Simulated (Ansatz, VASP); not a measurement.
# Ti2CO2 (Ti2CO2 MXene bilayer, AB): VASP beside Ansatz, part 2 of 3

One calculation is typed for both programs; each brings its own data sets. How far apart do they land? Of the first pair: The structure shown is the start of the Ansatz relaxation below; VASP solves that cell, so the two are compared at the walk's first step.

VASP 6.6.1 and Ansatz 0.2.0.

So far: Set-up; Ansatz: relaxation, PBE with D4.

## (3) VASP: single point, PBE with D4, start cell, pair 1

Level of this step: PBE with D4, zero-moment start; plane waves and PAW (O, Ti_sv, C) (VASP).

The same cell, functional, mesh and smearing now go to VASP, with its own data sets.

Lines of VASP's logs that name or quote its potential files are left out, and so is its time.

INCAR

```
SYSTEM = Ti2CO2
PREC = Accurate
ENCUT = 520
EDIFF = 1E-06
NELM = 200
ISMEAR = -1
SIGMA = 0.05
LREAL = .FALSE.
ALGO = Normal
GGA = PE
IVDW = 13
NBANDS = 55
ISPIN = 2
MAGMOM = -0 -0 -0 -0 0 0 0 0 -0 -0
LASPH = .TRUE.
LMAXMIX = 4
LORBIT = 11
LWAVE = .FALSE.
LCHARG = .FALSE.
ISIF = 2
LDIPOL = .TRUE.
IDIPOL = 3
DIPOL = 0.5 0.5 0.5
LVHAR = .TRUE.
GGA_COMPAT = .FALSE.
NELMDL = -8
KPAR = 2
```

POSCAR

```
Ti2CO2
1.0
    3.1002400000      0.0000000000      0.0000000000
   -1.5501200000      2.6848870000      0.0000000000
    0.0000000000      0.0000000000     55.3861200000
O Ti C
4 4 2
Direct
    0.3333330851      0.6666665425      0.3899894053
    0.6666664184      0.3333332092      0.4738201557
    0.6666664184      0.3333332092      0.5261798443
    0.9999997517      0.9999998759      0.6100105947
    0.6666664184      0.3333332092      0.4098185249
    0.3333330851      0.6666665425      0.4539910360
    0.9999997517      0.9999998759      0.5460089640
    0.6666664184      0.3333332092      0.5901814751
    0.9999997517      0.9999998759      0.4319047805
    0.3333330851      0.6666665425      0.5680952195
```

KPOINTS

```
Automatic mesh
0
Gamma
12 12 1
0 0 0
```

The projector-augmented-wave data sets are O, Ti_sv and C (PBE family, release 64).

The run is started by

```sh
$ mpirun -np 2 vasp_std
```

Numbers of over 12 decimals in the logs are rounded to 6 here.

Log:

```text
[banner, memory and clock lines left out]
running    2 mpi-ranks, on    1 nodes
 distrk:  each k-point on    1 cores,    2 groups
 distr:  one band on    1 cores,    1 groups

 POSCAR found type information on POSCAR O TiC
 POSCAR found :  3 types and      10 ions
 LDA part: xc-table for (Slater+PW92), standard interpolation
|                                                                             |
|           W    W    AA    RRRRR   N    N  II  N    N   GGGG   !!!           |
|           W    W   A  A   R    R  NN   N  II  NN   N  G    G  !!!           |
|           W    W  A    A  R    R  N N  N  II  N N  N  G       !!!           |
|           W WW W  AAAAAA  RRRRR   N  N N  II  N  N N  G  GGG   !            |
|           WW  WW  A    A  R   R   N   NN  II  N   NN  G    G                |
|           W    W  A    A  R    R  N    N  II  N    N   GGGG   !!!           |
|                                                                             |
|     One of the lattice vectors is very long (>50 A), but AMIN is rather     |
|     large. This can spoil convergence since charge sloshing might occur     |
|     along the long lattice vector. If problems with convergence are         |
|     observed, try to decrease AMIN to a smaller value (e.g. 0.01).          |
|     Note: This warning only applies if the self-consistency cycle is        |
|     used.                                                                   |
|                                                                             |

 POSCAR, INCAR and KPOINTS ok, starting setup
 FFT: planning ... GRIDC
 FFT: planning ... GRID_SOFT
 FFT: planning ... GRID
 WAVECAR not read
 entering main loop
       N       E                     dE             d eps       ncg     rms          rms(c)
DAV:   1     0.958581861349E+03    0.95858E+03   -0.39258E+04  4892   0.129E+03
DAV:   2     0.532527812007E+02   -0.90533E+03   -0.86822E+03  5010   0.399E+02
DAV:   3    -0.101132141014E+03   -0.15438E+03   -0.14974E+03  5851   0.157E+02
DAV:   4    -0.116319919432E+03   -0.15188E+02   -0.15155E+02  6536   0.467E+01
DAV:   5    -0.117683346628E+03   -0.13634E+01   -0.13632E+01  6499   0.116E+01
DAV:   6    -0.117728008301E+03   -0.44662E-01   -0.44661E-01  6394   0.243E+00
DAV:   7    -0.117729812198E+03   -0.18039E-02   -0.18039E-02  6385   0.404E-01
DAV:   8    -0.117729848985E+03   -0.36786E-04   -0.36786E-04  6440   0.719E-02    0.377E+01
DAV:   9    -0.945853419632E+02    0.23145E+02   -0.18272E+02  5473   0.812E+01    0.258E+01
DAV:  10    -0.914411242816E+02    0.31442E+01   -0.64562E+01  5524   0.509E+01    0.133E+01
DAV:  11    -0.885737894772E+02    0.28673E+01   -0.67296E+00  5684   0.189E+01    0.457E+00
DAV:  12    -0.887344080095E+02   -0.16062E+00   -0.28187E+00  6243   0.990E+00    0.441E+00
DAV:  13    -0.886057206806E+02    0.12869E+00   -0.43698E-01  5913   0.525E+00    0.278E+00
DAV:  14    -0.885439252064E+02    0.61795E-01   -0.34637E-01  6134   0.403E+00    0.882E-01
[...]
DAV:  26    -0.885363846605E+02   -0.68520E-04   -0.25021E-06  3888   0.833E-03    0.269E-03
DAV:  27    -0.885364139070E+02   -0.29247E-04   -0.65979E-07  3131   0.422E-03    0.150E-03
DAV:  28    -0.885364357970E+02   -0.21890E-04   -0.11547E-06  3592   0.444E-03    0.201E-03
DAV:  29    -0.885364473450E+02   -0.11548E-04   -0.31266E-07  3050   0.233E-03    0.139E-03
DAV:  30    -0.885364518539E+02   -0.45089E-05   -0.14815E-07  2888   0.176E-03    0.887E-04
DAV:  31    -0.885364546986E+02   -0.28447E-05   -0.10884E-07  2961   0.151E-03    0.156E-04
DAV:  32    -0.885364564864E+02   -0.17878E-05   -0.87008E-08  2874   0.112E-03    0.673E-04
DAV:  33    -0.885364573385E+02   -0.85218E-06   -0.26076E-08  2881   0.754E-04
   1 F= -.90366737E+02 E0= -.90365941E+02  d E =-.159362E-02  mag=    -0.0000
```

From OUTCAR (step 3):

```text
ion  position               nearest neighbor table
   1  0.333  0.667  0.390-   5 2.10   5 2.10   5 2.10
   2  0.667  0.333  0.474-   6 2.10   6 2.10   6 2.10
   3  0.667  0.333  0.526-   7 2.10   7 2.10   7 2.10
   4  1.000  1.000  0.610-   8 2.10   8 2.10   8 2.10
   5  0.667  0.333  0.410-   1 2.10   1 2.10   1 2.10   9 2.17   9 2.17   9 2.17
   6  0.333  0.667  0.454-   2 2.10   2 2.10   2 2.10   9 2.17   9 2.17   9 2.17
   7  1.000  1.000  0.546-   3 2.10   3 2.10   3 2.10  10 2.17  10 2.17  10 2.17
   8  0.667  0.333  0.590-   4 2.10   4 2.10   4 2.10  10 2.17  10 2.17  10 2.17
   9  1.000  1.000  0.432-   6 2.17   6 2.17   5 2.17   5 2.17   6 2.17   5 2.17
  10  0.333  0.667  0.568-   7 2.17   7 2.17   8 2.17   8 2.17   7 2.17   8 2.17

  LATTYP: Found a hexagonal cell.
 ALAT       =     3.1002400000
 C/A-ratio  =    17.8651072175

 Subroutine GETGRP returns: Found 12 space group operations
 (whereof  6 operations were pure point group operations)

The static configuration has the point symmetry C_3v.
 The point group associated with its full space group is D_3d.

 Found     19 irreducible k-points:

   k-points           NKPTS =     19   k-points in BZ     NKDIM =     19   number of bands    NBANDS=     55

   dimension x,y,z NGX =    24 NGY =   24 NGZ =  420
   dimension x,y,z NGXF=    48 NGYF=   48 NGZF=  840

   ENCUT  =  520.0 eV  38.22 Ry    6.18 a.u.   5.76  5.76102.98*2*pi/ulx,y,z

   NELECT =      80.0000    total number of electrons

 k-points in reciprocal lattice and weights: Automatic mesh
   0.00000000  0.00000000  0.00000000       0.007
   0.08333333 -0.00000000  0.00000000       0.042
   0.16666667 -0.00000000  0.00000000       0.042
   0.25000000 -0.00000000  0.00000000       0.042
   0.33333333 -0.00000000  0.00000000       0.042
   0.41666667 -0.00000000  0.00000000       0.042
   0.50000000 -0.00000000  0.00000000       0.021
   0.08333333  0.08333333  0.00000000       0.042
   0.16666667  0.08333333  0.00000000       0.083
[...]
0.33333333  0.25000000  0.00000000       0.083
   0.33333333  0.33333333  0.00000000       0.014

 dipolmoment           0.000000      0.000000     -0.000000 electrons x Angstroem

 average (electrostatic) potential at core
       1 -78.8848       2 -78.9059       3 -78.9059       4 -78.8848       5 -85.6261
       6 -85.6269       7 -85.6269       8 -85.6261       9 -57.7754      10 -57.7754

 E-fermi :  -4.1584

 spin component 1
 k-point     1 :       0.0000    0.0000    0.0000
  band No.  band energies     occupation
    ...
     36      -4.5137      0.99918
     37      -4.3126      0.95625
     38      -4.3126      0.95625
     39      -4.2915      0.93480
     40      -4.2915      0.93480
     41      -3.3719      0.00000
     42      -3.3719      0.00000
     43      -3.3716      0.00000
     44      -3.3716      0.00000
     45      -2.6719      0.00000
    ...

 k-point     2 :       0.0833   -0.0000    0.0000
  band No.  band energies     occupation
    ...
     36      -4.8885      1.00000
     37      -4.7547      0.99999
     38      -4.6471      0.99994
     39      -4.6304      0.99992
     40      -4.4592      0.99757
     41      -3.2568      0.00000
     42      -3.2481      0.00000
     43      -3.0638      0.00000
     44      -3.0579      0.00000
     45      -2.5595      0.00000
    ...

 k-point     3 :       0.1667   -0.0000    0.0000
  band No.  band energies     occupation
    ...
     36      -5.8882      1.00000
     37      -5.1356      1.00000
     38      -5.1214      1.00000
     39      -4.7569      0.99999
     40      -4.5747      0.99976
     41      -3.4042      0.00000
     42      -3.3657      0.00000
     43      -2.6952      0.00000
     44      -2.6886      0.00000
     45      -2.1840      0.00000
    ...

 k-point     4 :       0.2500   -0.0000    0.0000
  band No.  band energies     occupation
    ...
     36      -6.1532      1.00000
     37      -5.4723      1.00000
     38      -5.4584      1.00000
     39      -5.0896      1.00000
     40      -4.9832      1.00000
     41      -3.6144      0.00002
     42      -3.5613      0.00001
     43      -2.4488      0.00000
     44      -2.4444      0.00000
     45      -1.9930      0.00000
    ...

 k-point     5 :       0.3333   -0.0000    0.0000
  band No.  band energies     occupation
    ...
     36      -6.2665      1.00000
     37      -5.5839      1.00000
     38      -5.5685      1.00000
     39      -5.3794      1.00000
     40      -5.2889      1.00000
     41      -3.8130      0.00100
     42      -3.7535      0.00030
     43      -2.1899      0.00000
     44      -2.1878      0.00000
     45      -2.0418      0.00000
    ...

 k-point     6 :       0.4167   -0.0000    0.0000
  band No.  band energies     occupation
    ...
     36      -6.6110      1.00000
     37      -5.5473      1.00000
     38      -5.5294      1.00000
     39      -5.4302      1.00000
     40      -5.3141      1.00000
     41      -3.9486      0.01484
     42      -3.8743      0.00339
     43      -2.1309      0.00000
     44      -2.1174      0.00000
     45      -1.9379      0.00000
    ...

  DFT-D4 for vdW energy calculation

  Edisp (eV):   -1.83028

  Total     -14.54657   -14.54658    -8.30597     0.00000     0.00000     0.00000
  in kB     -50.55325   -50.55326   -28.86548     0.00000     0.00000     0.00000
  external pressure =      -43.32 kB  Pullay stress =        0.00 kB

  energy-cutoff  :      520.00
  volume of cell :      461.02
      direct lattice vectors                 reciprocal lattice vectors
     3.100240000  0.000000000  0.000000000     0.322555673  0.186227577  0.000000000
    -1.550120000  2.684887000  0.000000000     0.000000000  0.372455154  0.000000000
     0.000000000  0.000000000 55.386120000     0.000000000  0.000000000  0.018055065

 POSITION                                       TOTAL-FORCE (eV/Angst)
 -----------------------------------------------------------------------------------
     -0.00000      1.78992     21.60000         0.000000     -0.000000      2.771084
      1.55012      0.89496     26.24306         0.000000     -0.000000     -2.796496
      1.55012      0.89496     29.14306        -0.000000      0.000000      2.796496
      1.55012      2.68489     33.78612        -0.000000      0.000000     -2.771084
      1.55012      0.89496     22.69826         0.000000      0.000000     -3.594318
     -0.00000      1.78992     25.14480         0.000000      0.000000      3.595587
      1.55012      2.68489     30.24132         0.000000      0.000000     -3.595587
      1.55012      0.89496     32.68786        -0.000000      0.000000      3.594318
      1.55012      2.68489     23.92153        -0.000000      0.000000      0.013221
     -0.00000      1.78992     31.46459        -0.000000      0.000000     -0.013221
 -----------------------------------------------------------------------------------
    total drift:                                0.006704      0.003870      0.001271

  FREE ENERGIE OF THE ION-ELECTRON SYSTEM (eV)
  ---------------------------------------------------
  free  energy   TOTEN  =       -90.3667373926 eV

  energy  without entropy=      -90.3651437773  energy(sigma->0) =      -90.36594058

 vacuum level on the upper side and lower side of the slab         3.277         3.277

 total charge
# of ion       s       p       d       tot
------------------------------------------
    1        1.579   3.341   0.000   4.920
    2        1.580   3.340   0.000   4.920
    3        1.580   3.340   0.000   4.920
    4        1.579   3.341   0.000   4.920
    5        2.190   6.226   1.764  10.180
    6        2.190   6.226   1.765  10.181
    7        2.190   6.226   1.765  10.181
    8        2.190   6.226   1.764  10.180
    9        0.888   1.543   0.000   2.430
   10        0.888   1.543   0.000   2.430
--------------------------------------------------
tot         16.852  41.352   7.058  65.262

 magnetization (x)
# of ion       s       p       d       tot
------------------------------------------
    1        0.000   0.000   0.000   0.000
    2        0.000   0.000   0.000   0.000
    3        0.000   0.000   0.000   0.000
    4        0.000   0.000   0.000   0.000
    5       -0.000  -0.000   0.000  -0.000
    6       -0.000   0.000   0.000   0.000
    7       -0.000   0.000   0.000   0.000
    8       -0.000  -0.000   0.000  -0.000
    9        0.000   0.000   0.000   0.000
   10        0.000   0.000   0.000   0.000
--------------------------------------------------
tot         -0.000   0.000   0.000   0.000

[... 1 further part left out ...]
```

This run allows spin, but its moments start at zero, where symmetry between the spins tends to hold them, although Ti can carry a moment.

## (4) Differences

Known differences besides the potentials themselves: Ansatz cuts the interaction across the vacuum, VASP repeats the sheet with a dipole correction; the cutoff is 420 eV in Ansatz and 520 eV in VASP. Total energies have different zeros and are not compared.

Forces (eV/Å; atoms numbered as in POSCAR):

| atom | Ansatz x, y, z | VASP x, y, z |
| --- | --- | --- |
| O1 | 0.000, 0.000, 2.785 | 0.000, 0.000, 2.771 |
| O2 | 0.000, 0.000, -2.809 | 0.000, 0.000, -2.796 |
| O3 | 0.000, 0.000, 2.809 | 0.000, 0.000, 2.796 |
| O4 | 0.000, 0.000, -2.785 | 0.000, 0.000, -2.771 |
| Ti5 | 0.000, 0.000, -3.613 | 0.000, 0.000, -3.594 |
| Ti6 | 0.000, 0.000, 3.613 | 0.000, 0.000, 3.596 |
| Ti7 | 0.000, 0.000, -3.613 | 0.000, 0.000, -3.596 |
| Ti8 | 0.000, 0.000, 3.613 | 0.000, 0.000, 3.594 |
| C9 | 0.000, 0.000, 0.010 | 0.000, 0.000, 0.013 |
| C10 | 0.000, 0.000, -0.010 | 0.000, 0.000, -0.013 |

The forces differ by 8.2 meV/Å r.m.s., which is 0.5 % of the r.m.s. force of 1.660 eV/Å (both taken over all components). Moments aren't recorded for both runs of this pair, so they may hold unlike magnetic states. With vacuum in the cell, a pressure given here is an average over mostly empty space and none of the material.

(Continued in part 3 of 3.)

[Lines on the potential files, build, host, timing and source positions are cut from VASP's logs without a mark.]

[Logs are printed without paths, hosts, clocks, repeated set-up lines and the standing remarks that a program may print on its own settings, such as how far it seeks lower states.]

[Hosts, paths, dates, database ids (printed as entryN), source tags and the programs' standing remarks are cut or masked in the printed files.]
